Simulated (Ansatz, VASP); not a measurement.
# One calculation of HfMoC2, two programs

Contents of INCAR:

```
  PREC = Accurate
  ENCUT = 520
  EDIFF = 1E-6
  ISMEAR = 0
  SIGMA = 0.1
  LREAL = False
  LASPH = True
  NELM = 100
  ALGO = Normal
  ISIF = 2
  LWAVE = False
  LCHARG = False
  GGA = PE
  NBANDS = 24
```

The input KPOINTS:

```
regular mesh
0
Gamma
  6 6 4
```

The input POSCAR:

```
HfMoC2
1.0
    4.3618140200      0.0000000000      0.0000000000
   -2.1809070100      3.7774417500      0.0000000000
    0.0000000000      0.0000000000      4.6531255600
Hf Mo C
1 1 2
Direct
    0.0000000000      0.0000000000      0.0000000000
    0.0000000000      0.0000000000      0.5000000000
    0.3333333300      0.6666666700      0.6563594300
    0.6666666700      0.3333333300      0.3436405700
```

Input for Ansatz:

```yaml
crystal:
  lattice:
    - [4.36181402, 0.0, 0.0]
    - [-2.18090701, 3.77744175, 0.0]
    - [0.0, 0.0, 4.65312556]
  atoms:
    - { symbol: Hf, position: [0.0, 0.0, 0.0] }
    - { symbol: Mo, position: [0.0, 0.0, 0.5] }
    - { symbol: C, position: [0.33333333, 0.66666667, 0.65635943] }
    - { symbol: C, position: [0.66666667, 0.33333333, 0.34364057] }
basis:
  ecutwfc: 420
kpoints:
  mp_grid: { grid: [6, 6, 4] }
hamiltonian:
  xc: pbe
scf:
  occupations: { method: gaussian, width: 0.1 }
  lower_state_search: "off"
output:
  forces: true
  stress: true
  eigenvalues: true
```

Alike in both runs: task single point; functional PBE; k mesh 6 × 6 × 4; occupations gaussian, width 0.1 eV; no spin polarisation.

|  | VASP | Ansatz |
| --- | --- | --- |
| version | VASP 6.6.1 | Ansatz 0.2.0 |
| potentials or method | VASP PAW PBE potentials, release 64 (Hf_pv, Mo_sv, C) | scalar-relativistic, plane waves, PAW |
| plane-wave cutoff (eV) | 520 | 420 |
| valence electrons in the cell | 32 | 48 |

```tsv
	VASP	Ansatz	Ansatz less VASP
gap on the k mesh at the Fermi level (eV)	none	none	-
pressure (GPa)	-19.3	-19.1	+0.26
largest component of the traceless stress (GPa)	35.39	35.82	+0.425
rms of the force components (eV/Å)	0.167	0.164	-0.0025
```

Atom by atom the forces differ by 0.002 eV/Å (rms over components). A gap of «none» marks a metal or a gap that the smearing closes. The two sets of potentials don't hold the same shells in valence.

Caveats: so large a pressure means that the cell lies far from this level's equilibrium, or that cutoff or potentials fall short (VASP). Spin-orbit coupling is left out, which matters for the levels of Hf.
